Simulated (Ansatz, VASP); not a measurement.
## SiGe60H38Cl2 (dichlorosilane on H:Ge(100)-2x1): VASP beside Ansatz

Wanted: the spread between two codes on one cell, functional and k mesh. The cell is taken from a series of runs on this material, whose earlier steps may have relaxed, scaled, displaced or heated it; both programs get it as it stands.

Calculated with Ansatz 0.2.0; plane waves, with VASP 6.6.1 beside it; single point at PBE with D3(BJ).

## Step 1: Starting point

The cell holds 101 atoms: 60 Ge, 38 H, 1 Si and 2 Cl. Cell: a = 16.292 Å, b = 12.219 Å, c = 23.953 Å, α = 90.0°, β = 90.0°, γ = 90.0°. It derives from Ge (H:Ge(100)-2x1). As first built, before any earlier steps moved the atoms (in the runner's words): diamond Ge(100), 4 x 3 surface cells, five layers, dimers with one H on each atom, bottom capped by H (lattice constants typed as starting values near PBE's), lower atoms held; one whole molecule of dichlorosilane lowered over an Ge-H group, eased by MACE. Vacuum lies along c.

## Step 2: VASP: single point, PBE with D3(BJ)

With cell and atoms fixed, the geometry can't cause a difference; cores, projectors, grids and the points listed under the comparison can.

Lines of VASP's logs that name or quote its potential files are left out, and so is its time.

The input, INCAR:

```
SYSTEM = SiGe60H38Cl2
PREC = Accurate
ENCUT = 410
EDIFF = 1E-06
NELM = 120
ISMEAR = -1
SIGMA = 0.025
LREAL = Auto
ALGO = Normal
GGA = PE
IVDW = 12
NBANDS = 520
LORBIT = 11
LWAVE = .FALSE.
LCHARG = .FALSE.
ISIF = 2
LASPH = .TRUE.
GGA_COMPAT = .FALSE.
EFERMI = MIDGAP
NCORE = 2
```

The input, POSCAR:

```
SiGe60H38Cl2
1.0
   16.2917400000      0.0000000000      0.0000000000
    0.0000000000     12.2188100000      0.0000000000
    0.0000000000      0.0000000000     23.9526600000
Ge H Si Cl
60 38 1 2
Direct
    0.0000000000      0.9999950000      0.0788700000
    0.1250000000      0.9999950000      0.1389900000
    0.1250000000      0.1666750000      0.1935600000
    0.0057600000      0.1666850000      0.2561400000
    0.0471900000      0.0000050000      0.3070400000
    0.0000000000      0.3333300000      0.0788700000
    0.1250000000      0.3333300000      0.1389900000
    0.1250000000      0.4999850000      0.1935600000
    0.0057600000      0.4999750000      0.2561400000
    0.0472500000      0.3333300000      0.3070800000
    0.0000000000      0.6666650000      0.0788700000
    0.1250000000      0.6666650000      0.1389900000
    0.1249500000      0.8333300000      0.1935500000
    0.0057100000      0.8333300000      0.2561200000
    0.0471900000      0.6666550000      0.3070400000
    0.2500000000      0.9999950000      0.0788700000
    0.3750000000      0.9999950000      0.1389900000
    0.3748000000      0.1666150000      0.2000600000
    0.2442400000      0.1666100000      0.2561600000
    0.2028000000      0.9999550000      0.3070800000
    0.2500000000      0.3333300000      0.0788700000
    0.3750000000      0.3333300000      0.1389900000
    0.3748000000      0.5000450000      0.2000600000
    0.2442400000      0.5000500000      0.2561600000
    0.2029100000      0.3333300000      0.3070800000
    0.2500000000      0.6666650000      0.0788700000
    0.3750000000      0.6666650000      0.1389900000
    0.3749700000      0.8333300000      0.2002500000
    0.2441900000      0.8333300000      0.2561100000
    0.2028000000      0.6667050000      0.3070800000
[... 65 atom lines left out ...]
    0.7336200000      0.6662950000      0.3685400000
    0.4502000000      0.2316950000      0.4455700000
    0.4502000000      0.4349650000      0.4455700000
    0.4782500000      0.3333300000      0.4735800000
    0.4313800000      0.3333300000      0.5534300000
    0.6044700000      0.3333300000      0.4772100000
```

The input, KPOINTS:

```
Automatic mesh
0
Gamma
1 1 1
0 0 0
```

The projector-augmented-wave data sets are Ge_d, H, Si and Cl (PBE family, release 64).

The run is started by

```sh
$ mpirun -np 8 vasp_gam
```

The program printed:

```text
[banner, memory and clock lines left out]
running    8 mpi-ranks, on    1 nodes
[...]
LDA part: xc-table for (Slater+PW92), standard interpolation
 POSCAR, INCAR and KPOINTS ok, starting setup
[...]
entering main loop
       N       E                     dE             d eps       ncg     rms          rms(c)
DAV:   1     0.130195093048E+05    0.13020E+05   -0.40111E+05  1112   0.286E+03
DAV:   2     0.242552237014E+04   -0.10594E+05   -0.10401E+05  1336   0.690E+02
DAV:   3    -0.108835160486E+03   -0.25344E+04   -0.24328E+04  1456   0.241E+02
DAV:   4    -0.393893715602E+03   -0.28506E+03   -0.28067E+03  1200   0.881E+01
[...]
DAV:  31    -0.395567468197E+03   -0.25229E-05   -0.15529E-07   664   0.192E-03    0.252E-04
DAV:  32    -0.395567470048E+03   -0.18502E-05   -0.12502E-07   672   0.159E-03    0.221E-04
DAV:  33    -0.395567470555E+03   -0.50708E-06   -0.67199E-08   656   0.106E-03
   1 F= -.40947680E+03 E0= -.40947680E+03  d E =-.364027E-10
```

OUTCAR, selected parts (step 2):

```text
  FREE ENERGIE OF THE ION-ELECTRON SYSTEM (eV)
  ---------------------------------------------------
  free  energy   TOTEN  =      -409.4767952335 eV

  energy  without entropy=     -409.4767952334  energy(sigma->0) =     -409.47679523
```

## Step 3: Ansatz: single point, PBE with D3(BJ)

Ansatz runs on its default PAW (the set named soft_2) files.

The same cell, functional, mesh and smearing now go to Ansatz, which takes its cutoff from its data sets.

The input, input.yaml:

```yaml
crystal:
  lattice:
    - [16.29174, 0.0, 0.0]
    - [0.0, 12.21881, 0.0]
    - [0.0, 0.0, 23.95266]
  atoms:
    - { symbol: Ge, position: [0.0, 1.0, 0.07887] }
    - { symbol: Ge, position: [0.125, 1.0, 0.13899] }
    - { symbol: Ge, position: [0.125, 0.16668, 0.19356] }
    - { symbol: Ge, position: [0.00576, 0.16669, 0.25614] }
    - { symbol: Ge, position: [0.04719, 1.0e-05, 0.30704] }
    - { symbol: Ge, position: [0.0, 0.33333, 0.07887] }
    - { symbol: Ge, position: [0.125, 0.33333, 0.13899] }
    - { symbol: Ge, position: [0.125, 0.49999, 0.19356] }
    - { symbol: Ge, position: [0.00576, 0.49998, 0.25614] }
    - { symbol: Ge, position: [0.04725, 0.33333, 0.30708] }
    - { symbol: Ge, position: [0.0, 0.66667, 0.07887] }
    - { symbol: Ge, position: [0.125, 0.66667, 0.13899] }
    - { symbol: Ge, position: [0.12495, 0.83333, 0.19355] }
    - { symbol: Ge, position: [0.00571, 0.83333, 0.25612] }
    - { symbol: Ge, position: [0.04719, 0.66666, 0.30704] }
    - { symbol: Ge, position: [0.25, 1.0, 0.07887] }
    - { symbol: Ge, position: [0.375, 1.0, 0.13899] }
    - { symbol: Ge, position: [0.3748, 0.16662, 0.20006] }
    - { symbol: Ge, position: [0.24424, 0.16661, 0.25616] }
    - { symbol: Ge, position: [0.2028, 0.99996, 0.30708] }
    - { symbol: Ge, position: [0.25, 0.33333, 0.07887] }
    - { symbol: Ge, position: [0.375, 0.33333, 0.13899] }
    - { symbol: Ge, position: [0.3748, 0.50005, 0.20006] }
    - { symbol: Ge, position: [0.24424, 0.50005, 0.25616] }
    - { symbol: Ge, position: [0.20291, 0.33333, 0.30708] }
    - { symbol: Ge, position: [0.25, 0.66667, 0.07887] }
    - { symbol: Ge, position: [0.375, 0.66667, 0.13899] }
    - { symbol: Ge, position: [0.37497, 0.83333, 0.20025] }
    - { symbol: Ge, position: [0.24419, 0.83333, 0.25611] }
    - { symbol: Ge, position: [0.2028, 0.66671, 0.30708] }
[... 65 atom lines left out ...]
    - { symbol: H, position: [0.73362, 0.6663, 0.36854] }
    - { symbol: Si, position: [0.47825, 0.33333, 0.47358] }
    - { symbol: Cl, position: [0.43138, 0.33333, 0.55343] }
    - { symbol: Cl, position: [0.60447, 0.33333, 0.47721] }
    - { symbol: H, position: [0.4502, 0.2317, 0.44557] }
    - { symbol: H, position: [0.4502, 0.43497, 0.44557] }
kpoints:
  mp_grid: { grid: [1, 1, 1] }
hamiltonian:
  xc: pbe
  dispersion: d3bj
scf:
  occupations: { method: fermi_dirac, width: 0.025 }
output:
  forces: true
  populations: true
  dos:
    method: { smearing: { sigma: 0.08 } }
    de: 0.1
    projected:
      site_lists:
        Cl: [Cl]
        Ge: [Ge]
        H: [H]
        Si: [Si]
        adsorbate: [96, 97, 98, 99, 100]
  eigenvalues: true
  write_density: true
  write_potential: true
  volumetric_format: npy
```

The run is started by

```sh
$ ansatz run input.yaml --threads 4 --pin off --max-ram 15872MiB --backend cpu --events-out ev --progress --plain --runs-dir out
```

The program printed:

```text
Warning: the atoms were moved onto the symmetric positions of the space group found under crystal.symmetry.tolerance 1.0e-5 (fractional; no operation is sought that the atoms, as they stand in a round, miss by more than twice it, and no atom is moved by as much as it), and the run uses the moved positions. Before a round's move an operation carried an atom to 7.02e-5 Å from where it should land, the largest such dist [...]
[...]
atom  87  H     -0.00141849    -0.00007986     0.00275750
  atom  88  H     -0.00022536     0.00038603     0.00117211
  atom  89  H     -0.00136264     0.00000000    -0.00224610
  atom  90  H     -0.00022536    -0.00038603     0.00117211
  atom  91  H      0.00096039    -0.00197607    -0.00242686
  atom  92  H      0.00286560     0.00000000    -0.00201859
  atom  93  H      0.00096039     0.00197607    -0.00242686
  atom  94  H      0.00000281    -0.00118274    -0.00131387
  atom  95  H      0.00125453     0.00000000    -0.00274429
  atom  96  H      0.00000281     0.00118274    -0.00131387
  atom  97  Si    -0.01112688     0.00000000     0.00639443
  atom  98  Cl     0.00392286     0.00000000    -0.00166658
  atom  99  Cl    -0.01405182     0.00000000     0.00535202
  atom 100  H      0.01145580     0.00266666    -0.00357684
  atom 101  H      0.01145580    -0.00266666    -0.00357684
  max |Σ_I F_I| component: 2.18e-4 eV/Å
--- Band table (eV) ---
  k-point 0: bands = ["-25.1537", "-25.1525", "-25.1519", "-25.1513", "-25.1505", "-25.1504", "-25.1501", "-25.1494", "-25.1484", "-25.1478", "-25.1472", "-25.1449", "-25.1422", "-25.1395", "-25.1373", "-25.1371", "-25.1349", "-25.1349", "-25.0986", "-25.0962", "-25.0911", "-25.0896", "-25.0888", "-25.0884", "-25.0879", "-25.0879", "-25.0856", "-25.0855", "-25.0847", "-25.0835", "-25.0336", "-25.0295", "-25.0244", "- [...]
--- Löwdin populations: 101 sites ---
  site symbol       q [e]
     0     Ge     13.8282
     1     Ge     14.0093
     2     Ge     13.9825
     3     Ge     13.9942
     4     Ge     13.9111
     5     Ge     13.8281
     6     Ge     14.0094
     7     Ge     13.9825
     8     Ge     13.9942
     9     Ge     13.9108
    10     Ge     13.8282
    11     Ge     14.0093
    12     Ge     13.9826
    13     Ge     13.9942
    14     Ge     13.9111
    15     Ge     13.8284
    16     Ge     14.0029
    17     Ge     13.9459
    18     Ge     13.9951
    19     Ge     13.9117
    20     Ge     13.8283
    21     Ge     14.0027
    22     Ge     13.9459
    23     Ge     13.9951
[...]
93      H      1.0203
    94      H      1.0189
    95      H      1.0203
    96     Si      3.0974
    97     Cl      7.2426
    98     Cl      7.2412
    99      H      1.0733
   100      H      1.0733
  spilling = 0.002914 (of n_electrons = 896.000000)
```

## Step 4: Differences

Known differences besides the potentials themselves: Ansatz takes its cutoff from its data sets, VASP runs at 410 eV. Total energies have different zeros and are not compared.

Both answers:

| quantity | Ansatz | VASP | difference |
| --- | --- | --- | --- |
| gap on the k mesh (eV) | 1.247 | 1.250 | -0.003 |

Forces on 10 of the 101 atoms, those with the largest forces and the largest differences (eV/Å; atoms numbered as in POSCAR):

| atom | Ansatz x, y, z | VASP x, y, z |
| --- | --- | --- |
| Ge2 | 0.002, 0.001, -0.915 | 0.001, 0.001, -0.916 |
| Ge7 | 0.002, 0.000, -0.916 | 0.002, 0.000, -0.916 |
| Ge11 | 0.201, -0.001, 0.532 | 0.201, -0.001, 0.502 |
| Ge12 | 0.002, -0.001, -0.915 | 0.001, -0.001, -0.916 |
| Ge32 | 0.003, -0.023, -0.919 | 0.003, -0.023, -0.919 |
| Ge37 | 0.000, 0.000, -0.926 | 0.000, 0.000, -0.926 |
| Ge42 | 0.003, 0.023, -0.919 | 0.003, 0.023, -0.919 |
| Si99 | -0.011, 0.000, 0.006 | 0.013, 0.000, 0.047 |
| Cl100 | 0.004, 0.000, -0.002 | 0.023, 0.000, -0.045 |
| Cl101 | -0.014, 0.000, 0.005 | -0.064, 0.000, 0.005 |

The forces differ by 12 meV/Å r.m.s., which is 6.8 % of the r.m.s. force of 0.180 eV/Å (both taken over all components). A gap on the mesh is an upper bound, since the band edges may lie between its points. With vacuum in the cell, a pressure given here is an average over mostly empty space and none of the material.

## Step 5: Results

```yaml
r_m_s_force_difference_single_point_pbe_with_d3_bj: 12 meV/Å
```

**Reading.** The r.m.s. force difference is 12 meV/Å (single point, PBE with D3(BJ)), at about the 12 meV/Å picked in this series as the mark of a large difference. What causes the difference of the single point, PBE with D3(BJ) pair stays open here. Such differences can come from data sets, numerical settings and the points named under the comparisons, not from the functional's error against experiment.

[Lines on the potential files, build, host, timing and source positions are cut from VASP's logs without a mark.]

[Logs are printed without paths, hosts, clocks, repeated set-up lines and the standing remarks that a program may print on its own settings, such as how far it seeks lower states.]

[Hosts, paths, dates, database ids (printed as entryN), source tags and the programs' standing remarks are cut or masked in the printed files.]
